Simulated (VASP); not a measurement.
Consider the following.

```
MoTe2
1.0
    1.74779    -3.02726     0.00000
    1.74779     3.02726     0.00000
    0.00000     0.00000    13.99022
Te Mo
4 2
Direct
  0.33333   0.66667   0.87921
  0.66667   0.33333   0.37921
  0.66667   0.33333   0.12079
  0.33333   0.66667   0.62079
  0.33333   0.66667   0.25000
  0.66667   0.33333   0.75000
```

All values below come from PBEsol GGA, VASP's PBE PAW potentials (set 64) (plane waves; VASP). Run with 520 eV cut-off, 8×8×2 Γ-centred mesh, tetrahedra with Blöchl corrections, potentials Te Mo_sv.

The cores are frozen, which limits the accuracy of field gradients. Without a dispersion term in the relaxation, distances and binding between the weakly bound layers, chains or molecules are unreliable, and so is what depends on them.

Give the principal components of the electric field gradient (V/Å²) and the asymmetry η at each nucleus.

```csv
atom,Vxx,Vyy,Vzz,η
Te1,88.4,88.4,-176.8,0.00
Te2,88.4,88.4,-176.8,0.00
Te3,88.4,88.4,-176.8,0.00
Te4,88.4,88.4,-176.8,0.00
Mo5,35.0,35.0,-70.1,0.00
Mo6,35.0,35.0,-70.1,0.00
```

The compound is MoTe2 in the 2H layered structure. It was relaxed first.
